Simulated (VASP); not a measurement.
**RuSe (relaxed from the CsCl type structure, space group Pm-3m): computed properties**

Computed with PBE GGA, VASP's PBE PAW potentials (set 64) (plane waves; VASP 6.6.1).

* **space group**: Pm-3m (221)
* **cell**: a = 3.1255 Å, b = 3.1255 Å, c = 3.1255 Å, α = 90.00°, β = 90.00°, γ = 90.00°
* **volume per atom**: 15.27 Å^3/atom
* **band gap (over mesh and band path)**: none (metal, semimetal or under 0.01 eV)
* **density**: 9.79 g/cm³

```cif
data_RuSe
_chemical_formula_sum 'Ru1 Se1'
_space_group_name_H-M_alt 'P 1'
_space_group_IT_number 1
_cell_length_a 3.12553
_cell_length_b 3.12553
_cell_length_c 3.12553
_cell_angle_alpha 90.000
_cell_angle_beta 90.000
_cell_angle_gamma 90.000
loop_
_space_group_symop_operation_xyz
  'x, y, z'
loop_
_atom_site_label
_atom_site_type_symbol
_atom_site_fract_x
_atom_site_fract_y
_atom_site_fract_z
_atom_site_occupancy
Ru1 Ru 0.00000 0.00000 0.00000 1
Se1 Se 0.50000 0.50000 0.50000 1
```

The structure was generated: RuSe was put into the CsCl type type (Pm-3m), which need not be its known phase. It was relaxed first, which changed the volume by -26 %. Symmetry was kept, so distortions that lower it aren't found.
